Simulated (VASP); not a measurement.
Output of a VASP run:

**OUTCAR**
```
 ion  position               nearest neighbor table
   1  0.000  0.000  0.000-   2 2.86   2 2.86   2 2.86   2 2.86   2 2.86   2 2.86   2 2.86   2 2.86
  LATTYP: Found a simple cubic cell.
 ALAT       =     3.3071550000
 Subroutine PRICEL returns:
 Original cell was already a primitive cell.
 Subroutine GETGRP returns: Found 48 space group operations
The static configuration has the point symmetry O_h .
The dynamic configuration has the point symmetry O_h .
 Subroutine INISYM returns: Found 48 space group operations
 Subroutine IBZKPT returns following result:
 Found     56 irreducible k-points:

 Following reciprocal coordinates:
            Coordinates               Weight
  0.000000  0.000000  0.000000      1.000000
  0.100000  0.000000  0.000000      6.000000
  0.200000  0.000000  0.000000      6.000000
  0.300000  0.000000  0.000000      6.000000
  0.400000  0.000000  0.000000      6.000000
  0.500000  0.000000  0.000000      3.000000
  0.100000  0.100000  0.000000     12.000000
  0.200000  0.100000  0.000000     24.000000
  0.300000  0.100000  0.000000     24.000000
  0.400000  0.100000  0.000000     24.000000
  0.500000  0.100000  0.000000     12.000000
  0.200000  0.200000  0.000000     12.000000
  0.300000  0.200000  0.000000     24.000000
  0.400000  0.200000  0.000000     24.000000
  0.500000  0.200000  0.000000     12.000000
  0.300000  0.300000  0.000000     12.000000
  0.400000  0.300000  0.000000     24.000000
  0.500000  0.300000  0.000000     12.000000
  0.400000  0.400000  0.000000     12.000000
  0.500000  0.400000  0.000000     12.000000
  0.500000  0.500000  0.000000      3.000000
  0.100000  0.100000  0.100000      8.000000
  0.200000  0.100000  0.100000     24.000000
  0.300000  0.100000  0.100000     24.000000
  0.400000  0.100000  0.100000     24.000000
  0.500000  0.100000  0.100000     12.000000
  0.200000  0.200000  0.100000     24.000000
  0.300000  0.200000  0.100000     48.000000
  0.400000  0.200000  0.100000     48.000000
  0.500000  0.200000  0.100000     24.000000
  0.300000  0.300000  0.100000     24.000000
  0.400000  0.300000  0.100000     48.000000
  0.500000  0.300000  0.100000     24.000000
  0.400000  0.400000  0.100000     24.000000
  0.500000  0.400000  0.100000     24.000000
  0.500000  0.500000  0.100000      6.000000
  0.200000  0.200000  0.200000      8.000000
  0.300000  0.200000  0.200000     24.000000
  0.400000  0.200000  0.200000     24.000000
  0.500000  0.200000  0.200000     12.000000
   k-points           NKPTS =     56   k-points in BZ     NKDIM =     56   number of bands    NBANDS=     11
   number of dos      NEDOS =    301   number of ions     NIONS =      2
   total plane-waves  NPLWV =  13824
   dimension x,y,z NGX =    24 NGY =   24 NGZ =   24
   dimension x,y,z NGXF=    48 NGYF=   48 NGZF=   48
   ions per type =               1   1
   PREC   = accura    normal or accurate (medium, high low for compatibility)
   ISTART =      0    job   : 0-new  1-cont  2-samecut
   ICHARG =      2    charge: 1-file 2-atom 10-const
   ISPIN  =      1    spin polarized calculation?
   LNONCOLLINEAR =      F non collinear calculations
   LSORBIT =      F    spin-orbit coupling
   INIWAV =      1    electr: 0-lowe 1-rand  2-diag
   ENCUT  =  400.0 eV  29.40 Ry    5.42 a.u.   5.39  5.39  5.39*2*pi/ulx,y,z
   NELM   =    100;   NELMIN=  2; NELMDL= -5     # of ELM steps
   EDIFF  = 0.1E-05   stopping-criterion for ELM
   LREAL  =      F    real-space projection
   NLSPLINE    = F    spline interpolate recip. space projectors
   LMAXMIX     =    4 max onsite mixed and CHGCAR
   VOSKOWN=      0    Vosko Wilk Nusair interpolation
   EDIFFG = -.1E-01   stopping-criterion for IOM
   NSW    =     60    number of steps for IOM
   NBLOCK =      1;   KBLOCK =     60    inner block; outer block
   IBRION =      2    ionic relax: 0-MD 1-quasi-New 2-CG
   NFREE  =      1    steps in history (QN), initial steepest desc. (CG)
...
```

File OSZICAR:
```
       N       E                     dE             d eps       ncg     rms          rms(c)
DAV:   1     0.841719751772E+02    0.84172E+02   -0.67796E+03  1232   0.111E+03
DAV:   2    -0.501465773474E+01   -0.89187E+02   -0.87359E+02  1250   0.310E+02
DAV:   3    -0.142808894242E+02   -0.92662E+01   -0.89863E+01  2360   0.844E+01
DAV:   4    -0.147126995069E+02   -0.43181E+00   -0.42543E+00  1549   0.169E+01
DAV:   5    -0.147335100336E+02   -0.20811E-01   -0.20798E-01  1817   0.332E+00    0.934E+00
DAV:   6    -0.129523921782E+02    0.17811E+01   -0.15757E+01  1556   0.419E+01    0.345E+00
DAV:   7    -0.127786816352E+02    0.17371E+00   -0.15343E+00  1542   0.136E+01    0.148E+00
DAV:   8    -0.127599664985E+02    0.18715E-01   -0.11091E-01  1414   0.313E+00    0.470E-01
DAV:   9    -0.127578116756E+02    0.21548E-02   -0.13025E-02  1563   0.135E+00    0.153E-01
DAV:  10    -0.127579102130E+02   -0.98537E-04   -0.34322E-04  1631   0.197E-01    0.588E-02
DAV:  11    -0.127579245522E+02   -0.14339E-04   -0.49649E-05  1678   0.637E-02    0.990E-03
DAV:  12    -0.127579233259E+02    0.12264E-05   -0.40178E-06  1411   0.261E-02    0.318E-03
DAV:  13    -0.127579233730E+02   -0.47141E-07   -0.83123E-08   742   0.344E-03
   1 F= -.12757923E+02 E0= -.12757219E+02  d E =-.127579E+02
       N       E                     dE             d eps       ncg     rms          rms(c)
DAV:   1    -0.217273998918E+02   -0.89695E+01   -0.19557E+02  1311   0.203E+02    0.240E+01
DAV:   2    -0.131045632291E+02    0.86228E+01   -0.34206E+01  1368   0.892E+01    0.629E+00
DAV:   3    -0.127421982171E+02    0.36237E+00   -0.27730E+00  1736   0.147E+01    0.206E+00
DAV:   4    -0.127950301701E+02   -0.52832E-01   -0.70657E-01  1518   0.441E+00    0.653E-01
DAV:   5    -0.128531513251E+02   -0.58121E-01   -0.96449E-02  1712   0.265E+00    0.880E-01
DAV:   6    -0.129043811530E+02   -0.51230E-01   -0.11483E-01  1683   0.274E+00    0.302E-01
DAV:   7    -0.129045054672E+02   -0.12431E-03   -0.21970E-02  1427   0.166E+00    0.241E-01
DAV:   8    -0.129051719550E+02   -0.66649E-03   -0.15477E-03  1379   0.408E-01    0.775E-02
DAV:   9    -0.129053186087E+02   -0.14665E-03   -0.53683E-04  1778   0.203E-01    0.112E-02
DAV:  10    -0.129053205867E+02   -0.19780E-05   -0.23748E-05  1542   0.452E-02    0.540E-03
DAV:  11    -0.129053205746E+02    0.12116E-07   -0.43699E-07   749   0.814E-03
   2 F= -.12905321E+02 E0= -.12904745E+02  d E =-.147397E+00
       N       E                     dE             d eps       ncg     rms          rms(c)
DAV:   1    -0.142513631130E+02   -0.13460E+01   -0.25315E+01  1342   0.808E+01    0.106E+01
DAV:   2    -0.130704101923E+02    0.11810E+01   -0.11567E+01  1480   0.420E+01    0.237E+00
DAV:   3    -0.129235307543E+02    0.14688E+00   -0.94726E-01  1528   0.106E+01    0.493E-01
DAV:   4    -0.129446361355E+02   -0.21105E-01   -0.13251E-01  1534   0.213E+00    0.526E-01
DAV:   5    -0.129688147057E+02   -0.24179E-01   -0.44513E-02  1726   0.185E+00    0.469E-01
DAV:   6    -0.129716726548E+02   -0.28579E-02   -0.13250E-02  1716   0.110E+00    0.132E-01
DAV:   7    -0.129717462392E+02   -0.73584E-04   -0.71296E-04  1752   0.270E-01    0.730E-02
DAV:   8    -0.129718557901E+02   -0.10955E-03   -0.46115E-04  1605   0.206E-01    0.182E-02
DAV:   9    -0.129718585257E+02   -0.27356E-05   -0.38300E-05  1439   0.546E-02    0.614E-03
DAV:  10    -0.129718586051E+02   -0.79478E-07   -0.26255E-06  1306   0.137E-02
   3 F= -.12971859E+02 E0= -.12971219E+02  d E =-.213935E+00
```

**OUTCAR**
```
------------------------ aborting loop because EDIFF is reached ----------------------------------------
  FORCE on cell =-STRESS in cart. coord.  units (eV):
  Direction    XX          YY          ZZ          XY          YZ          ZX
  --------------------------------------------------------------------------------------
  Total        0.0008485      0.0008485      0.0008485     -0.0000000     -0.0000000      0.0000000
  in kB        0.0432892      0.0432892      0.0432892     -0.0000000     -0.0000000      0.0000000
  external PRESSURE =       0.0432892 kB  Pullay stress =       0.0000000 kB
  volume of cell :       31.40
      direct lattice vectors                 reciprocal lattice vectors
     3.154944862 -0.000000000 -0.000000000     0.316962750 -0.000000000 -0.000000000
     0.000000000  3.154944862 -0.000000000     0.000000000  0.316962750 -0.000000000
     0.000000000  0.000000000  3.154944862     0.000000000  0.000000000  0.316962750
 POSITION                                       TOTAL-FORCE (eV/Angst)
 -----------------------------------------------------------------------------------
      0.00000      0.00000      0.00000        -0.000000      0.000000      0.000000
      1.57747      1.57747      1.57747         0.000000      0.000000      0.000000
 -----------------------------------------------------------------------------------
    total drift:                                0.000000     -0.000000     -0.000000
  FREE ENERGIE OF THE ION-ELECTRON SYSTEM (eV)
  ---------------------------------------------------
  free  energy   TOTEN  =       -12.9718586051 eV

  energy  without entropy=      -12.9699396318  energy(sigma->0) =      -12.97121895

 reached required accuracy - stopping structural energy minimisation
```
(Selected blocks of OUTCAR.)

### POSCAR
```
TiAl
1
    3.3071550000     0.0000000000     0.0000000000
    0.0000000000     3.3071550000     0.0000000000
    0.0000000000     0.0000000000     3.3071550000
Al Ti
1 1
Direct
  0.0000000000   0.0000000000   0.0000000000
  0.5000000000   0.5000000000   0.5000000000
```

**Question.** Write an INCAR and KPOINTS that could have produced this output.

**Answer.** One answer among several that fit: the input of the run itself, PBEsol GGA, plane waves, VASP's PBE PAW potentials (set 64).

### INCAR
```
SYSTEM  =  TiAl
PREC  =  Accurate; ENCUT  =  400; LREAL  =  .False.
LASPH  =  .True.
EDIFF  =  1E-6; NELM  =  100; ALGO  =  Normal
LMAXMIX  =  4
ISMEAR  =  1; SIGMA  =  0.1
GGA  =  PS
IBRION  =  2; NSW  =  60; ISIF  =  3
EDIFFG  =  -0.01
LWAVE  =  .False.; LCHARG  =  .False.
```

**KPOINTS**
```
Automatic mesh
0
Gamma
10 10 10
0 0 0
```

POTCAR, in this order: Al Ti_sv (PBE.64 set). Program: vasp_std.

Energy and stress use the plane-wave basis of the starting cell.

The structure was generated: TiAl was put into the CsCl type (Pm-3m), which need not be its known phase. This run relaxes it. Symmetry was kept, so distortions that lower it aren't found. The electron count is odd and the run is not spin-polarised, which forces a metal.
